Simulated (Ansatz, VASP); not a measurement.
Two plane-wave programs on Li2SiS3

INCAR

```
ALGO = Normal ; EDIFF = 1E-6
EDIFFG = -0.02 ; ENCUT = 600
GGA = PE ; IBRION = 2
ISIF = 3 ; ISMEAR = 0
LASPH = T ; LCHARG = F
LREAL = F ; LWAVE = F
NELM = 100 ; NSW = 70
PREC = Accurate ; SIGMA = 0.02
```

The input KPOINTS:

```
k-points
0
Gamma
  4 4 4
```

POSCAR

```
Li2SiS3
1.0
    5.8149986300     -3.3720939200      0.0000000000
    5.8149986300      3.3720939200      0.0000000000
    0.0000000000      0.0000000000      5.9639005700
Li Si S
4 2 6
Direct
    0.1765212600      0.4906294000      0.0088902100
    0.8234787600      0.5093705700      0.5088902100
    0.4906294000      0.1765212600      0.5088902100
    0.5093705700      0.8234787600      0.0088902100
    0.8348047700      0.1651952100      0.9970304400
    0.1651952100      0.8348047700      0.4970304400
    0.1576997800      0.5400764900      0.4104296900
    0.8423002400      0.4599235100      0.9104296600
    0.5400764900      0.1576997800      0.9104296600
    0.4599235100      0.8423002400      0.4104296900
    0.8613551900      0.1386448300      0.3691277800
    0.1386448300      0.8613551900      0.8691278100
```

Input for Ansatz:

```yaml
crystal:
  lattice:
    - [5.81499863, -3.37209392, 0.0]
    - [5.81499863, 3.37209392, 0.0]
    - [0.0, 0.0, 5.96390057]
  atoms:
    - { symbol: Li, position: [0.17652126, 0.4906294, 0.00889021] }
    - { symbol: Li, position: [0.82347876, 0.50937057, 0.50889021] }
    - { symbol: Li, position: [0.4906294, 0.17652126, 0.50889021] }
    - { symbol: Li, position: [0.50937057, 0.82347876, 0.00889021] }
    - { symbol: Si, position: [0.83480477, 0.16519521, 0.99703044] }
    - { symbol: Si, position: [0.16519521, 0.83480477, 0.49703044] }
    - { symbol: S, position: [0.15769978, 0.54007649, 0.41042969] }
    - { symbol: S, position: [0.84230024, 0.45992351, 0.91042966] }
    - { symbol: S, position: [0.54007649, 0.15769978, 0.91042966] }
    - { symbol: S, position: [0.45992351, 0.84230024, 0.41042969] }
    - { symbol: S, position: [0.86135519, 0.13864483, 0.36912778] }
    - { symbol: S, position: [0.13864483, 0.86135519, 0.86912781] }
basis:
  ecutwfc: 420
kpoints:
  mp_grid: { grid: [4, 4, 4] }
hamiltonian:
  xc: pbe
scf:
  occupations: { method: gaussian, width: 0.02 }
output:
  forces: true
  stress: true
  eigenvalues: true
relax:
  adjacent_minimum: "off"
  f_tol: 0.02
  max_steps: 50
  cell: { stress_tol: 0.1 }
```

The cell comes from a database or a generator and needn't be the stable form of this composition.

Alike in both runs: task relaxation of cell and atoms; functional PBE; k mesh 4 × 4 × 4; occupations gaussian, width 0.02 eV; no spin polarisation.

|  | VASP | Ansatz |
| --- | --- | --- |
| version | VASP 6.6.1 | Ansatz 0.2.0 |
| potentials or method | VASP PAW PBE potentials, release 64 (Li_sv, Si, S) | scalar-relativistic, plane waves, PAW |
| plane-wave cutoff (eV) | 600 | 420 |
| valence electrons in the cell | 56 | 56 |

|  | VASP | Ansatz | Ansatz less VASP |
| --- | --- | --- | --- |
| gap on the k mesh at the Fermi level, each at its own relaxed structure (eV) | 3.20 | 3.18 | -0.020 |
| relaxed volume (Å³/atom) | 19.89 | 19.92 | +0.026 |
| relaxed cell length with the largest relative difference (Å) | 6.005 | 6.016 | +0.0103 |
| energy change over the relaxation (meV/atom) | -2 | -2 | -0.5 |

Caveats: the cutoff is under 1.25 times the usual one of these potentials, so pressure, stress and relaxed cells hold a basis-set (Pulay) error (VASP). A hybrid or GW would open this gap; PBE tends to underestimate it. A k mesh can miss the band edges.
